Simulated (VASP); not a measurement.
Here is the system:

```
CELL_PARAMETERS angstrom
      4.46942     0.00000     0.00000
     -2.23471     3.87063     0.00000
      0.00000     0.00000    14.00000
ATOMIC_POSITIONS crystal
  Ti 0.66972 0.33190 0.49942
  Sb 0.33028 0.66810 0.50058
```

The numbers are results of PBE GGA, VASP's PBE PAW potentials (set 64) (plane waves; VASP), not measurements. Numerical set-up: 300 eV cut-off, 5×5×1 Γ-centred mesh, Gaussian smearing of 0.27 eV, potentials Ti_sv Sb.

At this cut-off the stress carries a Pulay error, which pulls relaxed volumes low. The cell holds a wide vacuum, so values per volume refer to the whole cell.

Question: Give the force on each atom (eV/Å).

Answer: 
```tsv
atom	Fx	Fy	Fz
Ti1	-0.384	0.116	-0.013
Sb2	0.384	-0.116	0.013
```

Question: Give the stress tensor in GPa (positive for a compressed cell).

Answer: 
```
 1.81   0.34   0.00
 0.34   2.02   0.00
 0.00   0.00  -0.05
```
The pressure is its mean diagonal, 1.26 GPa.

The cell is a sheet with vacuum, built from a generated structure.
